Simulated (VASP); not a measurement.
Input of a VASP 6.6.1 run:

The input INCAR:

```
PREC = Accurate
ENCUT = 520
EDIFF = 1E-7
ISMEAR = 0
SIGMA = 0.1
LREAL = False
LASPH = True
NELM = 100
ALGO = Normal
ISIF = 3
LWAVE = False
LCHARG = False
GGA = PS
IBRION = 2
NSW = 80
EDIFFG = -0.002
```

KPOINTS

```
Automatic mesh
0
Gamma
  18 18 18
```

POSCAR

```
Pt                                      
1.0
    0.0000000000      1.9580469700      1.9580469700
    1.9580469700     -0.0000000000      1.9580469700
    1.9580469700      1.9580469700      0.0000000000
  Pt            
     1
Direct
     0.0000000000000000    0.0000000000000000    0.0000000000000000
```

Potentials or basis: VASP PAW PBE potentials, release 64 (Pt).

Launch:

```console
$ cat potpaw_PBE.64/Pt/POTCAR > POTCAR
$ mpirun -np 1 vasp_std > vasp.out
```

**Question.** Estimate the band gap on the k mesh.

**Answer.** None (metal or under the smearing width).

Final structure:
```cif
data_structure
_symmetry_space_group_name_H-M 'P 1'
_symmetry_Int_Tables_number 1
_cell_length_a 2.7691
_cell_length_b 2.7691
_cell_length_c 2.7691
_cell_angle_alpha 60.000
_cell_angle_beta 60.000
_cell_angle_gamma 60.000
_cell_volume 15.01
loop_
_atom_site_label
_atom_site_type_symbol
_atom_site_fract_x
_atom_site_fract_y
_atom_site_fract_z
_atom_site_occupancy
Pt1 Pt 0.00000 0.00000 0.00000 1
```

Caveat: the relaxation stopped at its first step, so nothing moved. The run has no spin-orbit coupling, so splittings on Pt are missing.
